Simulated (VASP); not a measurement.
**HfS2: stress against strain**

HfS2 (1T layered, P-3m1, 25.197 Å³/atom and stress up to 0.20 GPa in the relaxed cell, c along z) under a strain ε along c (axis z), the other axes held. PBE in VASP (plane waves, PAW), 480 eV, 10×10×6 Γ-centred mesh, Gaussian smearing 0.05 eV; ions are relaxed, or left where forces stay under 0.02 eV/Å, within the symmetry of each cell. Against the start cell, which lies near the measured one, the relaxed cell differs by 13.2 % in volume and 12.1 % in c; the values below rest on it. Stress is positive for a compressed cell.

Here s stands for strain and y for stress zz.

```
strain (%)  stress zz (GPa)
----------  ---------------
-3.00                     ?
-1.50                  0.16
-1.00                  0.13
-0.50                  0.10
0.00                   0.07
0.50                   0.04
1.00                   0.02
1.50                   0.01
```

Using a straight line, estimate the missing y at s = -3.00 from the other rows, showing the fit.

Means: s 0, y 0.076. About the means, the sum of products is -0.36500 and the sum of squares of s is 7.0000; the slope is their ratio. Least squares gives y = 0.076 - 0.0521·s. Residuals (row less fit): 0.006, 0.002, -0.002, -0.006, -0.010, -0.004, 0.012; standard error 0.008 (degrees of freedom: 5). The slope gives the elastic constant C33 = 5.2 ± 0.3 GPa (± standard error of the fit, which holds the terms cut off). At the withheld row, y = 0.076 - 0.0521 × (-3.0) = 0.232 GPa. The calculation gives 0.28 GPa, 0.048 GPa above the prediction (17.8 % of the range of y in the table). The row lies outside the fitted rows, so this is an extrapolation. From the scatter of the fitted rows alone, a prediction at this place has a standard error of 0.013 GPa, so the miss is 3.7 times that.

A polynomial of degree 2 through the 12 other runs of the series gives 0.27 there, so most of the miss is curvature that the fit leaves out. For HfS2: without a dispersion term in the relaxation, distances and binding between the weakly bound layers, chains or molecules are unreliable, and so is what depends on them. Rows are the converged runs of the series near zero and its far end, less any whose ions stayed unrelaxed beside relaxed ones; series whose fitted rows scatter by over a few per cent of the range, as at a crossing or softening among them, aren't shown in this form. Most that stay on the fit to the last digits aren't either.
